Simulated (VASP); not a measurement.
```
Sn
1.0
   -2.97330     2.97330     1.62180
    2.97330    -2.97330     1.62180
    2.97330     2.97330    -1.62180
Sn
2
Direct
  0.25000   0.75000   0.50000
  0.00000   0.00000   0.00000
```

The base run (VASP): PBE GGA, plane waves, VASP's PBE PAW potentials (set 64). Run with 400 eV cut-off, 12×12×12 Γ-centred mesh, first-order Methfessel-Paxton smearing of 0.10 eV, potentials Sn_d.

One setting is varied; ΔE counts from the most expensive setting. The base run took about 2 core-minutes. Times come from single runs on busy shared machines, so they are rough: good to a factor of about 2.

The pressure holds a Pulay error that falls with the cut-off, as the column shows.

```
setting      cost over the base run  electronic steps  ΔE (meV/atom)  pressure (GPa)
-----------  ----------------------  ----------------  -------------  --------------
ENCUT = 350    within a factor of 2                10            1.3           -0.89
ENCUT = 300    within a factor of 2                10            0.3           -0.91
ENCUT = 325    within a factor of 2                11            1.3           -1.01
ENCUT = 450    within a factor of 2                11           -0.2           -0.48
base run                  reference                11            0.0           -0.55
ENCUT = 700    within a factor of 2                11            0.0           -0.48
ENCUT = 775           about 2 times                10            0.0           -0.47
ENCUT = 800           about 2 times                11            0.0           -0.49
```

Left out are runs that failed, have no time on record or changed the cell.

The compound is Sn in the beta structure. The cell was not relaxed at this level.
